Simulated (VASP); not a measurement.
Output of a VASP run:

OSZICAR:
```
       N       E                     dE             d eps       ncg     rms          rms(c)
DAV:   1     0.134445744344E+04    0.13445E+04   -0.42377E+04  3115   0.316E+03
DAV:   2     0.147228170739E+03   -0.11972E+04   -0.11619E+04  2208   0.850E+02
DAV:   3    -0.466366922306E+02   -0.19386E+03   -0.18594E+03  2300   0.214E+02
DAV:   4    -0.586046443244E+02   -0.11968E+02   -0.11668E+02  2576   0.585E+01
DAV:   5    -0.589093029208E+02   -0.30466E+00   -0.30356E+00  2438   0.974E+00    0.204E+01
DAV:   6    -0.575615755445E+02    0.13477E+01   -0.10689E+01  2359   0.166E+01    0.677E+00
DAV:   7    -0.570610074826E+02    0.50057E+00   -0.23642E+00  2405   0.104E+01    0.556E+00
DAV:   8    -0.569425421683E+02    0.11847E+00   -0.39291E-01  2361   0.325E+00    0.757E-01
DAV:   9    -0.569399702504E+02    0.25719E-02   -0.27283E-02  2778   0.128E+00    0.352E-01
DAV:  10    -0.569394544221E+02    0.51583E-03   -0.42770E-03  2803   0.532E-01    0.109E-01
DAV:  11    -0.569393759083E+02    0.78514E-04   -0.51283E-04  2378   0.138E-01    0.285E-02
DAV:  12    -0.569393793074E+02   -0.33992E-05   -0.42965E-05  2731   0.491E-02    0.661E-03
DAV:  13    -0.569393781044E+02    0.12030E-05   -0.33009E-06  1738   0.114E-02    0.355E-03
DAV:  14    -0.569393777158E+02    0.38867E-06   -0.60803E-07  1264   0.624E-03
   1 F= -.56939378E+02 E0= -.56921479E+02  d E =-.357976E-01
```

### OUTCAR
```
------------------------ aborting loop because EDIFF is reached ----------------------------------------
  FORCE on cell =-STRESS in cart. coord.  units (eV):
  Direction    XX          YY          ZZ          XY          YZ          ZX
  --------------------------------------------------------------------------------------
  Total       -4.4819354     -3.2218551     -4.1910096      0.0000000      0.0000000      0.0000000
  in kB      -59.0863455    -42.4744282    -55.2510065      0.0000000      0.0000000      0.0000000
  external PRESSURE =     -52.2705934 kB  Pullay stress =       0.0000000 kB
  volume of cell :      121.53
      direct lattice vectors                 reciprocal lattice vectors
     5.686314000  0.000000000  0.000000000     0.175860848  0.000000000  0.000000000
     0.000000000  3.301815000  0.000000000     0.000000000  0.302863728  0.000000000
     0.000000000  0.000000000  6.472998000     0.000000000  0.000000000  0.154487920
 POSITION                                       TOTAL-FORCE (eV/Angst)
 -----------------------------------------------------------------------------------
      4.59602      2.47636      2.82501        -0.009684     -0.000000     -0.072068
      1.09029      0.82545      3.64799         0.009684      0.000000      0.072068
      3.93345      0.82545      6.06151         0.009684      0.000000     -0.072068
      1.75286      2.47636      0.41149        -0.009684      0.000000      0.072068
      5.66038      2.47636      5.15652         0.034021      0.000000      0.037671
      0.02593      0.82545      1.31648        -0.034021      0.000000     -0.037671
      2.86909      0.82545      1.92002        -0.034021     -0.000000      0.037671
      2.81723      2.47636      4.55298         0.034021      0.000000     -0.037671
 -----------------------------------------------------------------------------------
    total drift:                               -0.000000     -0.000000      0.000000
  FREE ENERGIE OF THE ION-ELECTRON SYSTEM (eV)
  ---------------------------------------------------
  free  energy   TOTEN  =       -56.9393777158 eV

  energy  without entropy=      -56.9035801118  energy(sigma->0) =      -56.92147891
```
(Selected blocks of OUTCAR.)

POSCAR:
```
GeRh
1
    5.6863140000     0.0000000000     0.0000000000
    0.0000000000     3.3018150000     0.0000000000
    0.0000000000     0.0000000000     6.4729980000
Ge Rh
4 4
Direct
  0.8082600000   0.7500000000   0.4364300000
  0.1917400000   0.2500000000   0.5635700000
  0.6917400000   0.2500000000   0.9364300000
  0.3082600000   0.7500000000   0.0635700000
  0.9954400000   0.7500000000   0.7966200000
  0.0045600000   0.2500000000   0.2033800000
  0.5045600000   0.2500000000   0.2966200000
  0.4954400000   0.7500000000   0.7033800000
```

Question: Write an INCAR and KPOINTS that could have produced this output.

Answer: One answer among several that fit: the input of the run itself, PBEsol GGA, plane waves, VASP's PBE PAW potentials (set 64).

KPOINTS:
```
Automatic mesh
0
Gamma
3 6 3
0 0 0
```

INCAR:
```
SYSTEM=GeRh
PREC=Accurate; ENCUT=300; LREAL=.FALSE.
LASPH=.TRUE.
EDIFF=1E-6; NELM=100; ALGO=Normal
LMAXMIX=4
ISMEAR=0; SIGMA=0.1
GGA=PS
ISIF=2
LWAVE=.FALSE.; LCHARG=.FALSE.
```

POTCAR, in this order: Ge_d Rh_pv (PBE.64 set). Program: vasp_std.

At this cut-off the stress carries a Pulay error, which pulls relaxed volumes low.

The structure comes from a computed database's GeRh entry; how it stands against other phases isn't given here. The cell was not relaxed at this level. The k-mesh is coarse (spacing up to 0.37 per Å, 2π included), so the numbers may not be converged in it.
